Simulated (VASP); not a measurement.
# HPbNO4 (P1) in VASP: reference runs

How does HPbNO4 come out in PBE? The cell is run as given and disturbed.

All numbers are computed with VASP 6.6.1; they aren't measurements. Logs are shortened: lines on timing, memory, paths and dates and some standing lists are left out, and cuts for length are marked.

## 1. Starting point

The typed cell holds 7 atoms: a = 4.204 Å, b = 4.339 Å, c = 6.729 Å, α = 71.95°, β = 72.29°, γ = 62.23°.

The cell was built by a generator and needn't be a form met in nature.

## 2. Single point, PBE

File INCAR:

```
SYSTEM = HPbNO4
PREC = Accurate ; ENCUT = 520
EDIFF = 1E-7 ; ISMEAR = -1
SIGMA = 0.05 ; LREAL = .FALSE.
LASPH = .TRUE. ; NELM = 100
ALGO = Normal ; ISIF = 2
LWAVE = .FALSE. ; LCHARG = .FALSE.
GGA = PE ; NBANDS = 31
KPAR = 4
```

File KPOINTS:

```
regular mesh
0
G
  7 7 5
  0 0 0
```

File POSCAR:

```
HPbNO4
1.0
    4.2040700000      0.0000000000      0.0000000000
    2.0217200000      3.8395200000      0.0000000000
    2.0468600000      1.2790000000      6.2813200000
H Pb N O
1 1 1 4
Direct
    0.8914500000      0.6820200000      0.6279600000
    0.1442600000      0.9287200000      0.8835200000
    0.2567000000      0.2886100000      0.3017100000
    0.8310800000      0.6505600000      0.7840500000
    0.3869400000      0.2238000000      0.1129500000
    0.3110400000      0.0357600000      0.4585600000
    0.0772600000      0.6063300000      0.3227500000
```

Potentials or basis: VASP PAW PBE potentials, release 64 (H, Pb_d, N, O).

On the command line:

```sh
$ cat potpaw_PBE.64/H/POTCAR potpaw_PBE.64/Pb_d/POTCAR potpaw_PBE.64/N/POTCAR potpaw_PBE.64/O/POTCAR > POTCAR
$ mpirun -np 4 vasp_std > vasp.out
```

OUTCAR:

```text
SYSTEM = HPbNO4
   PREC = Accurate
   ENCUT = 520
   EDIFF = 1E-7
   ISMEAR = -1
   LREAL = .FALSE.
   LASPH = .TRUE.
   NELM = 100
   ISIF = 2
   GGA = PE

 ion  position               nearest neighbor table
   1  0.891  0.682  0.628-   4 0.98
   2  0.144  0.929  0.884-   4 2.48   4 2.51   6 2.67   4 2.72   5 2.81   7 2.84   5 2.91   5 2.93

   3  0.257  0.289  0.302-   6 1.25   7 1.26   5 1.28
   4  0.831  0.651  0.784-   1 0.98   2 2.48   2 2.51   2 2.72
   5  0.387  0.224  0.113-   3 1.28   2 2.81   2 2.91   2 2.93
   6  0.311  0.036  0.459-   3 1.25   2 2.67
   7  0.077  0.606  0.323-   3 1.26   2 2.84

  LATTYP: Found a triclinic cell.
 ALAT       =     6.7290755533
 B/A-ratio  =     1.0080441743
 C/A-ratio  =     0.6247618959
 COS(alpha) =     0.0037062124
 COS(beta)  =     0.3041814561
 COS(gamma) =     0.7937730465

  Lattice vectors:

 A1 = (   2.0468600000,   1.2790000000,   6.2813200000)
 A2 = (   0.0251400000,  -2.5605200000,   6.2813200000)
 A3 = (   4.2040700000,   0.0000000000,   0.0000000000)

Analysis of symmetry for initial positions (statically):
=====================================================================
 Subroutine PRICEL returns:
 Original cell was already a primitive cell.

 Routine SETGRP: Setting up the symmetry group for a
 triclinic supercell.

 Subroutine GETGRP returns: Found  1 space group operations
 (whereof  1 operations were pure point group operations)
 out of a pool of  2 trial point group operations.

The static configuration has the point symmetry C_1 .

Analysis of symmetry for dynamics (positions and initial velocities):
=====================================================================
 Subroutine PRICEL returns:
 Original cell was already a primitive cell.

 Routine SETGRP: Setting up the symmetry group for a
 triclinic supercell.

 Subroutine GETGRP returns: Found  1 space group operations
 (whereof  1 operations were pure point group operations)
 out of a pool of  2 trial point group operations.

The dynamic configuration has the point symmetry C_1 .

 Subroutine INISYM returns: Found  1 space group operations
 (whereof  1 operations are pure point group operations),
 and found     1 'primitive' translations

----------------------------------------------------------------------------------------

                                     Primitive cell

  volume of cell :     101.3906

  direct lattice vectors                    reciprocal lattice vectors
     4.204070000  0.000000000  0.000000000     0.237864736 -0.125248962 -0.052008557
     2.021720000  3.839520000  0.000000000     0.000000000  0.260449223 -0.053032572
     2.046860000  1.279000000  6.281320000     0.000000000  0.000000000  0.159202206

  length of vectors
     4.204070000  4.339270168  6.729075553     0.273809834  0.265793626  0.159202206

  position of ions in fractional coordinates (direct lattice)
     0.891450000  0.682020000  0.627960000
     0.144260000  0.928720000  0.883520000
     0.256700000  0.288610000  0.301710000
     0.831080000  0.650560000  0.784050000
     0.386940000  0.223800000  0.112950000
     0.311040000  0.035760000  0.458560000
     0.077260000  0.606330000  0.322750000

  ion indices of the primitive-cell ions
   primitive index   ion index
                 1           1
                 2           2
                 3           3
                 4           4
                 5           5
                 6           6
                 7           7

----------------------------------------------------------------------------------------

 KPOINTS: regular mesh

Automatic generation of k-mesh.
 Grid dimensions read from file:
 generate k-points for:    7    7    5

 Generating k-lattice:

  Cartesian coordinates                     Fractional coordinates (reciprocal lattice)
     0.033980677 -0.017892709 -0.007429794     0.142857143  0.000000000  0.000000000
     0.000000000  0.037207032 -0.007576082     0.000000000  0.142857143  0.000000000
     0.000000000  0.000000000  0.031840441     0.000000000  0.000000000  0.200000000

  Length of vectors
     0.039115691  0.037970518  0.031840441

  Shift w.r.t. Gamma in fractional coordinates (k-lattice)
     0.000000000  0.000000000  0.000000000

 Subroutine IBZKPT returns following result:
 ===========================================

 Found    123 irreducible k-points:

 Following reciprocal coordinates:
            Coordinates               Weight
  0.000000  0.000000  0.000000      1.000000
  0.142857 -0.000000 -0.000000      2.000000
  0.285714  0.000000  0.000000      2.000000
  0.428571 -0.000000  0.000000      2.000000
  0.000000  0.142857  0.000000      2.000000
  0.142857  0.142857 -0.000000      2.000000
[... 16 lines left out ...]
 -0.428571  0.428571  0.000000      2.000000
 -0.285714  0.428571  0.000000      2.000000
 [... further k-points ...]
   k-points           NKPTS =    123   k-points in BZ     NKDIM =    123   number of bands    NBANDS=     31
   number of dos      NEDOS =    301   number of ions     NIONS =      7
   total plane-waves  NPLWV =  51200
   dimension x,y,z NGX =    32 NGY =   32 NGZ =   50
   dimension x,y,z NGXF=    64 NGYF=   64 NGZF=  100
   ions per type =               1   1   1   4
   NGX,Y,Z   is equivalent  to a cutoff of  12.65, 12.26, 12.35 a.u.
   NGXF,Y,Z  is equivalent  to a cutoff of  25.31, 24.52, 24.71 a.u.
 SYSTEM =  HPbNO4
   PREC   = accura    normal or accurate (medium, high low for compatibility)
   ISTART =      0    job   : 0-new  1-cont  2-samecut
   ICHARG =      2    charge: 1-file 2-atom 10-const
   ISPIN  =      1    spin polarized calculation?
   LNONCOLLINEAR =      F non collinear calculations
   LSORBIT =      F    spin-orbit coupling
   LASPH  =      T    aspherical Exc in radial PAW
   ENCUT  =  520.0 eV  38.22 Ry    6.18 a.u.   7.82  8.07 12.51*2*pi/ulx,y,z
   NELM   =    100;   NELMIN=  2; NELMDL= -5     # of ELM steps
   EDIFF  = 0.1E-06   stopping-criterion for ELM
   LREAL  =      F    real-space projection
   EDIFFG = 0.1E-05   stopping-criterion for IOM
   NSW    =      0    number of steps for IOM
   IBRION =     -1    ionic relax: 0-MD 1-quasi-New 2-CG
   NFREE  =      0    steps in history (QN), initial steepest desc. (CG)
   ISIF   =      2    stress and relaxation
   ISYM   =      2    0-nonsym 1-usesym 2-fastsym
   POTIM  = 0.5000    time-step for ionic-motion
   TEBEG  =    0.0;   TEEND  =   0.0 temperature during run
   PSTRESS=    0.0 pullay stress
   NELECT =      44.0000    total number of electrons
   NUPDOWN=      -1.0000    fix difference up-down
   EMIN   =  10.00;   EMAX   =-10.00  energy-range for DOS
   EFERMI =   0.00;   METHOD = LEGACY
   ISMEAR =    -1;   SIGMA  =   0.05  broadening in eV -4-tet -1-fermi 0-gaus
   EFERMI_NEDOS =   21; number of points for ismear=-14 and -15
   IALGO  =     38    algorithm
   IMIX   =      4    mixing-type and parameters
     AMIX     =   0.40;   BMIX     =  1.00
     AMIX_MAG =   1.60;   BMIX_MAG =  1.00
  volume/ion in A,a.u.               =      14.48        97.75
  Fermi-wavevector in a.u.,A,eV,Ry     =   1.239443  2.342207 20.901518  1.536218
  Thomas-Fermi vector in A             =   2.373926
   LORBIT       =      0    0 simple, 1 ext, 2 COOP (PROOUT), +10 PAW based schemes
   GGA     = PE    functional components
   LHFCALC =     F    Hartree Fock is set to
   AEXX    =    0.0000 exact exchange contribution
   IVDW    =     0    specifies the selected vdW correction
   LEPSILON=     F    determine dielectric tensor
   LRPA    =     F    only Hartree local field effects (RPA)
 non-spin polarized calculation
  energy-cutoff  :      520.00
  volume of cell :      101.39
 maximum number of plane-waves:      2747
   NGX = 15   NGY = 17   NGZ = 25

 number of electron      43.9999999 magnetization

 Free energy of the ion-electron system (eV)
  ---------------------------------------------------
  ext. energy  EPLUGINS =         0.00000000
  ---------------------------------------------------
  free energy    TOTEN  =       -40.42863635 eV

  energy without entropy =      -40.42863635  energy(sigma->0) =      -40.42863635

 E-fermi :   2.0156     XC(G=0):  -8.6161

 val. band max:        0.9148841075   @ k =  -0.2857   0.2857   0.4000
 cond. band min:       3.7043634261   @ k =  -0.2857   0.4286   0.4000
 fundamental gap:      2.7894793186
 Fermi energy:         2.0155701896

 k-point     1 :       0.0000    0.0000    0.0000
  band No.  band energies     occupation
      1     -25.0494      2.00000
      2     -19.6404      2.00000
      3     -19.3115      2.00000
      4     -16.7633      2.00000
      5     -14.4380      2.00000
      6     -14.4182      2.00000
[... 23 lines left out ...]
     30      12.4355      0.00000
     31      13.0522      0.00000

 k-point     2 :       0.1429   -0.0000   -0.0000
  band No.  band energies     occupation
      1     -25.0443      2.00000
      2     -19.6489      2.00000
      3     -19.3140      2.00000
      4     -16.7595      2.00000
      5     -14.4429      2.00000
      6     -14.4325      2.00000
[... 23 lines left out ...]
     30      12.0090      0.00000
     31      12.5277      0.00000

 k-point     3 :       0.2857    0.0000    0.0000
  band No.  band energies     occupation
      1     -25.0328      2.00000
      2     -19.6690      2.00000
      3     -19.3184      2.00000
      4     -16.7527      2.00000
      5     -14.4495      2.00000
      6     -14.4349      2.00000
[... 23 lines left out ...]
     30      11.5425      0.00000
     31      12.5100      0.00000

 k-point     4 :       0.4286   -0.0000    0.0000
  band No.  band energies     occupation
      1     -25.0235      2.00000
      2     -19.6859      2.00000
      3     -19.3208      2.00000
      4     -16.7491      2.00000
      5     -14.4507      2.00000
      6     -14.4349      2.00000
[... 635 lines left out ...]
     30      12.2233      0.00000
     31      12.5636      0.00000

 k-point    23 :      -0.4286    0.4286    0.0000
  band No.  band energies     occupation
      1     -25.0178      2.00000
      2     -19.6995      2.00000
      3     -19.3217      2.00000
      4     -16.7487      2.00000
      5     -14.4448      2.00000
      6     -14.4362      2.00000
[... 23 lines left out ...]
     30      11.9161      0.00000
     31      12.4105      0.00000

 k-point    24 :      -0.2857    0.4286    0.0000
  band No.  band energies     occupation
      1     -25.0105      2.00000
      2     -19.7257      2.00000
      3     -19.3260      2.00000
      4     -16.7482      2.00000
      5     -14.4457      2.00000
      6     -14.4313      2.00000
[... 23 lines left out ...]
     30      11.1528      0.00000
     31      12.2944      0.00000

 [... further k-points ...]
[... 5 lines left out ...]
  --------------------------------------------------------------------------------------
  -------------------------------------------------------------------------------------
  Total       -0.1416078      0.6156059      0.6406709     -0.0192181     -0.0585933      0.0086282
  in kB       -2.2376909      9.7278202     10.1238993     -0.3036845     -0.9258921      0.1363436
  external PRESSURE =       5.8713429 kB  Pullay stress =       0.0000000 kB

 VOLUME and BASIS-vectors are now :
 -----------------------------------------------------------------------------
  energy-cutoff  :      520.00
  volume of cell :      101.39
      direct lattice vectors                 reciprocal lattice vectors
     4.204070000  0.000000000  0.000000000     0.237864736 -0.125248962 -0.052008557
     2.021720000  3.839520000  0.000000000     0.000000000  0.260449223 -0.053032572
     2.046860000  1.279000000  6.281320000     0.000000000  0.000000000  0.159202206

 POSITION                                       TOTAL-FORCE (eV/Angst)
 -----------------------------------------------------------------------------------
      6.41192      3.42179      3.94442        -0.001102     -0.008997     -0.109245
      4.29253      4.69586      5.54967         0.001055      0.006977      0.001167
      2.28023      1.49401      1.89514         0.001439     -0.047750     -0.083755
      6.41401      3.50064      4.92487         0.000192      0.006530      0.097930
      2.31038      1.00375      0.70948         0.007528     -0.121473     -0.291099
      2.31854      0.72380      2.88036         0.012959     -0.251893      0.340414
      2.21126      2.74081      2.02730        -0.022071      0.416606      0.044588
 -----------------------------------------------------------------------------------
    total drift:                               -0.000625     -0.000101     -0.000509

  FREE ENERGIE OF THE ION-ELECTRON SYSTEM (eV)
  ---------------------------------------------------
  free  energy   TOTEN  =       -40.4286363454 eV

  energy  without entropy=      -40.4286363453  energy(sigma->0) =      -40.42863635
```

It took 52 s on 4 MPI ranks of Intel Xeon 6975P-C (Granite Rapids), shared host; peak memory 0.46 GiB.

What came out:

| Quantity | Value |
| --- | --- |
| Free energy | -40.4286 eV |
| Pressure | 0.6 GPa |
| Largest force | 0.424 eV/Å |
| Band gap on the k mesh | 2.79 eV, indirect (least direct gap 2.81 eV) |

Forces on the atoms (eV/Å):
```
H   -0.001 -0.009 -0.109
Pb   0.001  0.007  0.001
N    0.001 -0.048 -0.084
O    0.000  0.007  0.098
O    0.008 -0.121 -0.291
O    0.013 -0.252  0.340
O   -0.022  0.417  0.045
```

Levels at points of the mesh, in eV from the valence-band top:
```
           k point  band 18  band 19  band 20  band 21  band 22  band 23  band 24  band 25  band 26  band 27
(0.00, 0.00, 0.00)    -2.07    -2.06    -1.57    -1.36    -0.74     3.54     4.31     5.46     6.22     6.28
```

Caveat: the standard files for N, O and F lose accuracy on very short bonds; spin-orbit coupling is left out, which as a rule narrows the gap of such compounds by several tenths of an eV; an odd mesh through Γ misses points on the zone boundary, where band edges often lie. Expect the measured gap to be larger: semilocal functionals such as PBE lack the derivative discontinuity.

## 3. Single point, PBE (atoms moved at random, drawn with an rms of 0.05 Å)

INCAR is that of step 2.

KPOINTS is that of step 2.

File POSCAR:

```
HPbNO4
1.0
    4.2040700000      0.0000000000      0.0000000000
    2.0217200000      3.8395200000      0.0000000000
    2.0468600000      1.2790000000      6.2813200000
H Pb N O
1 1 1 4
Direct
    0.8807120000      0.6704580000      0.6325620000
    0.1433690000      0.9172070000      0.8870290000
    0.2650100000      0.2942250000      0.3020200000
    0.8391700000      0.6434940000      0.7809810000
    0.3814060000      0.2097700000      0.1125790000
    0.3091840000      0.0468190000      0.4581250000
    0.0672140000      0.6027110000      0.3205840000
```

Potentials or basis: VASP PAW PBE potentials, release 64 (H, Pb_d, N, O).

On the command line:

```sh
$ cat potpaw_PBE.64/H/POTCAR potpaw_PBE.64/Pb_d/POTCAR potpaw_PBE.64/N/POTCAR potpaw_PBE.64/O/POTCAR > POTCAR
$ mpirun -np 4 vasp_std > vasp.out
```

Wall time 58 s (4 MPI ranks of Intel Xeon 6975P-C (Granite Rapids), shared host); peak memory 0.46 GiB.

Results (log left out):

- Free energy: -40.2189 eV
- Pressure: 2.8 GPa
- Largest force: 2.815 eV/Å
- Band gap on the k mesh: 2.78 eV, indirect (least direct gap 2.80 eV)

Forces on the atoms (eV/Å):
```
H   -0.051 -0.149 -2.337
Pb   0.007  0.027 -0.057
N   -1.675 -1.941 -1.161
O    0.005  0.196  2.397
O    0.676  0.724  0.208
O    0.662 -0.957  1.230
O    0.376  2.101 -0.279
```

Stress tensor (GPa, compression positive):
```
-0.60 -0.66  0.28
-0.66  4.02 -2.14
 0.28 -2.14  5.09
```

Levels at points of the mesh, in eV from the valence-band top:
```csv
k point,band 18,band 19,band 20,band 21,band 22,band 23,band 24,band 25,band 26,band 27
"(0.00, 0.00, 0.00)",-2.02,-1.91,-1.51,-1.29,-0.70,3.44,4.33,5.47,6.29,6.47
```

Caveat: the standard files for N, O and F lose accuracy on very short bonds; spin-orbit coupling is left out, which as a rule narrows the gap of such compounds by several tenths of an eV; an odd mesh through Γ misses points on the zone boundary, where band edges often lie.
